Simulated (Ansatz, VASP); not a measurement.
# ZnSe (Stilleite) in two plane-wave programs, part 2 of 2

One calculation is typed for both programs; each brings its own data sets. How far apart do they land? The cell is taken from a series of runs on this material, whose earlier steps may have relaxed, scaled, displaced or heated it; both programs get it as it stands.

VASP 6.6.1 and Ansatz 0.2.0.

So far. Step 5 (Ansatz: single point, PBE, pair 2): The run ends at a pressure of 4.05 GPa. Step 6 (VASP: single point, PBE, pair 2): The run ends at a pressure of 4.31 GPa.

**7. Differences**

What differs besides the data sets and the points named for the pairs above, as far as they apply: the data sets hold 28 valence electrons in Ansatz (on its PAW soft_1 files) and 18 in VASP. Total energies have different zeros and are not compared.

Compared:

| quantity | Ansatz | VASP | difference |
| --- | --- | --- | --- |
| pressure (GPa) | 4.05 | 4.31 | -0.26 |
| gap on the k mesh (eV) | 1.396 | 1.403 | -0.007 |

A gap on the mesh is an upper bound, since the band edges may lie between its points.

**8. VASP: single point, PBE, pair 3**

A single point takes one fixed geometry, so differences don't come from the geometry; what else differs is listed under the comparison. The cell compared in this pair holds 43.33 Å³, against 44.27 Å³ for the pair before.

INCAR reads:

```
SYSTEM = ZnSe
PREC = Accurate
ENCUT = 500
EDIFF = 1E-06
NELM = 120
ISMEAR = 0
SIGMA = 0.02
LREAL = .FALSE.
ALGO = Normal
GGA = PE
NBANDS = 15
LORBIT = 11
LWAVE = .FALSE.
LCHARG = .FALSE.
ISIF = 2
LASPH = .TRUE.
GGA_COMPAT = .FALSE.
EFERMI = MIDGAP
```

POSCAR reads:

```
ZnSe
1.0
    0.0000000000      2.7877454560      2.7877454560
    2.7877454560      0.0000000000      2.7877454560
    2.7877454560      2.7877454560      0.0000000000
Zn Se
1 1
Direct
    0.0000000000      0.0000000000      0.0000000000
    0.7500000000      0.7500000000      0.7500000000
```

KPOINTS reads:

```
Automatic mesh
0
Gamma
12 12 12
0 0 0
```

Potentials, in the order of the species: Zn and Se (PBE family, release 64).

Started as:

```sh
mpirun -np 1 vasp_std
```

Numbers of over 12 decimals in the logs are rounded to 6 here.

Log:

```text
[... set-up lines as in an earlier step ...]
 entering main loop
       N       E                     dE             d eps       ncg     rms          rms(c)
DAV:   1     0.865776488226E+02    0.86578E+02   -0.86663E+03  2168   0.135E+03
DAV:   2    -0.836839320916E+00   -0.87414E+02   -0.82374E+02  2356   0.258E+02
DAV:   3    -0.620950051684E+01   -0.53727E+01   -0.53497E+01  2657   0.635E+01
DAV:   4    -0.625318866135E+01   -0.43688E-01   -0.43681E-01  2531   0.609E+00
[...]
DAV:  10    -0.596491567313E+01   -0.10715E-03   -0.22334E-04  2602   0.116E-01    0.253E-02
DAV:  11    -0.596490667081E+01    0.90023E-05   -0.43400E-05  2506   0.587E-02    0.605E-03
DAV:  12    -0.596490766898E+01   -0.99817E-06   -0.58465E-06  2664   0.151E-02
   1 F= -.59649077E+01 E0= -.59649077E+01  d E =0.000000E+00
```

Parts of OUTCAR (step 8):

```text
  Total        1.6181825      1.6181825      1.6181825     -0.0000000      0.0000000     -0.0000000
  in kB       59.8340974     59.8340974     59.8340974     -0.0000000      0.0000000     -0.0000000
  external PRESSURE =      59.8340974 kB  Pullay stress =       0.0000000 kB

 POSITION                                       TOTAL-FORCE (eV/Angst)
 -----------------------------------------------------------------------------------
      0.00000      0.00000      0.00000         0.000000      0.000000      0.000000
      4.18162      4.18162      4.18162        -0.000000     -0.000000     -0.000000
 -----------------------------------------------------------------------------------
    total drift:                               -0.000000     -0.000000     -0.000000

  FREE ENERGIE OF THE ION-ELECTRON SYSTEM (eV)
  ---------------------------------------------------
  free  energy   TOTEN  =        -5.9649076690 eV

  energy  without entropy=       -5.9649076690  energy(sigma->0) =       -5.96490767

[... 1 part as in an earlier step ...]

[... 2 further parts left out ...]
[key lines of the parts left out:]
E-fermi :   2.7939
```

The run ends at a pressure of 5.98 GPa.

**9. Ansatz: single point, PBE, pair 3**

The same cell, functional, mesh and smearing now go to Ansatz, which takes its cutoff from its data sets.

The cell is taken from a series of runs on this material, whose earlier steps may have relaxed, scaled, displaced or heated it; both programs get it as it stands.

input.yaml reads:

```yaml
crystal:
  lattice:
    - [0.0, 2.787745456, 2.787745456]
    - [2.787745456, 0.0, 2.787745456]
    - [2.787745456, 2.787745456, 0.0]
  atoms:
    - { symbol: Zn, position: [0.0, 0.0, 0.0] }
    - { symbol: Se, position: [0.75, 0.75, 0.75] }
kpoints:
  mp_grid: { grid: [12, 12, 12] }
hamiltonian:
  xc: pbe
  pseudopotentials: { kind: paw, azcp: { folder: soft_1 } }
scf:
  occupations: { method: gaussian, width: 0.02 }
output:
  forces: true
  stress: true
  eigenvalues: true
```

Started as:

```sh
ansatz run input.yaml --threads 4 --pin off --max-ram 10240MiB --backend cpu --events-out ev --progress --plain --runs-dir out
```

Log:

```text
[...]
Crystal: 2 atoms, lattice volume = 43.330 Å³
Basis set: ecut = 420 eV, 869 PW (Γ), exchange–correlation on 54×54×54 points (8 copies of the dense FFT grid, shifted against one another)
Bands: 18, of which v1, the nominal top of the filled ones, is band 14 counted from 1 (13 counted from 0)
Symmetry: 24 space group operations
[...]
k-points: 72 of 1728 (time reversal used)
[...]
--- Band table (eV; the first three rows and the last of 72) ---
  k-point 0: bands = [... 10 lower, 0.9103, 7.2220, 7.2220, 7.2220, 8.7067, 13.0114, 13.0114, 13.0114]
  k-point 1: bands = [... 10 lower, 0.9094, 6.4694, 7.1440, 7.1440, 9.3041, 12.9589, 13.1417, 13.1417]
  k-point 2: bands = [... 10 lower, 0.9081, 5.2553, 6.9456, 6.9456, 9.9388, 13.1501, 13.4395, 13.4395]
  k-point 71: bands = [... 10 lower, 1.2509, 2.2919, 4.2552, 4.3204, 12.6991, 12.9924, 14.2971, 14.9253]
[key lines of the parts left out:]
SCF converged after 8 iterations
Free energy (F): -8789.486244 eV
Fermi energy:    7.964483 eV
P = ⅓ Tr σ = 5.7222 GPa (57.222 kbar)
```

The run ends at a pressure of 5.72 GPa.

**10. Differences**

What differs besides the data sets and the points named for the pairs above, as far as they apply: the data sets hold 28 valence electrons in Ansatz (on its PAW soft_1 files) and 18 in VASP. Total energies have different zeros and are not compared.

Both answers:

| quantity | Ansatz | VASP | difference |
| --- | --- | --- | --- |
| pressure (GPa) | 5.72 | 5.98 | -0.26 |
| gap on the k mesh (eV) | 1.485 | 1.493 | -0.008 |

A gap on the mesh is an upper bound, since the band edges may lie between its points.

**11. Results**

- difference in gap on the k mesh (single point, PBE, pair 1): -0.0095 eV
- difference in gap on the k mesh (single point, PBE, pair 2): -0.0071 eV
- difference in gap on the k mesh (single point, PBE, pair 3): -0.0079 eV

**Reading.** The difference in gap on the k mesh is -0.0095 eV (single point, PBE, pair 1), within the 0.08 eV picked in this series as the mark of a large difference. The data sets hold unlike numbers of valence electrons (28 in Ansatz and 18 in VASP), so part of the differences may come from the potentials. 5 further pairs of this series are not shown here. Such differences can come from data sets, numerical settings and the points named under the comparisons, not from the functional's error against experiment.

[Lines on the potential files, build, host, timing and source positions are cut from VASP's logs without a mark.]

[Logs are printed without paths, hosts, clocks, repeated set-up lines and the standing remarks that a program may print on its own settings, such as how far it seeks lower states.]

[Hosts, paths, dates, database ids (printed as entryN), source tags and the programs' standing remarks are cut or masked in the printed files.]
